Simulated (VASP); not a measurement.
VASP ran on this input.

INCAR:
```
! general
SYSTEM  =CaO
PREC    =Accurate
ENCUT   =520
LREAL   =.FALSE.
LASPH   =.TRUE.

! electronic loop
EDIFF   =1E-7
NELM    =100
ALGO    =Normal

! smearing
ISMEAR  =-5

! functional
GGA     =ML
LUSE_VDW=.TRUE.
AGGAC   =0.0
ZAB_VDW =-1.8867

! ions
ISIF    =2

! output
LWAVE   =.FALSE.
LCHARG  =.TRUE.
LORBIT  =11
NEDOS   =601
```

POSCAR:
```
CaO
1.0
  0.0000000000   2.4440814451   2.4440814451
  2.4440814451   0.0000000000   2.4440814451
  2.4440814451   2.4440814451   0.0000000000
Ca O
1 1
direct
  0.0000000000   0.0000000000   0.0000000000
  0.5000000000   0.5000000000   0.5000000000
```

### KPOINTS
```
Automatic mesh
0
Gamma
10 10 10
0 0 0
```

POTCAR, in this order: Ca_sv O (PBE.64 set). Program: vasp_std.

Task: Translate this vdW-DF2 calculation to Quantum ESPRESSO's pw.x.

Result: One equivalent input (not run):
```
&CONTROL
  calculation = 'scf'
  pseudo_dir = './pseudo'
  outdir = './out'
  tprnfor = .true.
  tstress = .true.
/
&SYSTEM
  ibrav = 0
  nat = 2
  ntyp = 2
  ecutwfc = 84
  occupations = 'tetrahedra'
  input_dft = 'vdw-df2'
/
&ELECTRONS
  conv_thr = 7.3e-09
  electron_maxstep = 100
/
ATOMIC_SPECIES
  Ca 40.078 Ca.upf
  O 15.999 O.upf
CELL_PARAMETERS angstrom
     0.0000000    2.4440814    2.4440814
     2.4440814    0.0000000    2.4440814
     2.4440814    2.4440814    0.0000000
ATOMIC_POSITIONS crystal
  Ca   0.0000000  0.0000000  0.0000000
  O    0.5000000  0.5000000  0.5000000
K_POINTS automatic
  10 10 10 0 0 0
```
Limits of the translation: the potentials are each code's own (VASP's PAW set, PseudoDojo norm-conserving files in pw.x), so ENCUT and ecutwfc are chosen apart and not converted; conv_thr bounds pw.x's estimated SCF error, while EDIFF bounds the energy change between steps.

The compound is CaO in the rock salt structure. It was relaxed first.
